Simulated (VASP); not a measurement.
AlCl:

```xyz
2
Lattice="0.0000 2.8486 2.8486 2.8486 0.0000 2.8486 2.8486 2.8486 0.0000" Properties=species:S:1:pos:R:3 pbc="T T T"
Al    2.8486    2.8486    2.8486
Cl    0.0000    0.0000    0.0000
```

The cell was built by a generator and needn't be a form met in nature.

- Program: VASP 6.6.1
- Task: relaxation of cell and atoms
- Functional: BLYP
- Potentials or basis: VASP PAW PBE potentials, release 64 (Al, Cl)
- Cutoff: 600 eV
- k mesh: 8 × 8 × 8
- Occupations: fermi-dirac, width 0.05 eV
- Spin: no spin polarisation

At the start: pressure 9.3 GPa; volume 23.12 Å³/atom.

Q: How do energy, volume and symmetry change on relaxing?

A: Over 5 steps the energy falls by 194.1 meV/atom and the volume is 31.59 Å³/atom (+36.7 %); space group Fm-3m (No. 225, to 0.05 Å).

Step by step:
| step | energy change (eV) | largest force (eV/Å) | pressure (GPa) | volume (Å³) |
| --- | --- | --- | --- | --- |
| 1 | 0.0000 | 0.0000 | 9.28 | 46.23 |
| 2 | -0.3341 | 0.0000 | 2.64 | 55.79 |
| 3 | -0.3853 | 0.0000 | 0.51 | 61.28 |
| 4 | -0.3881 | 0.0000 | 0.05 | 62.81 |
| 5 | -0.3881 | 0.0000 | -0.02 | 63.18 |

Final structure:
```xyz
2
Lattice="0.0000 3.1611 3.1611 3.1611 0.0000 3.1611 3.1611 3.1611 0.0000" Properties=species:S:1:pos:R:3 pbc="T T T"
Al    3.1611    3.1611    3.1611
Cl    0.0000    0.0000    0.0000
```

Caveat: the volume moved by over 15 % at a fixed basis, so the end points are rough; the PAW data sets were made with another functional, which shifts forces and pressure a little.
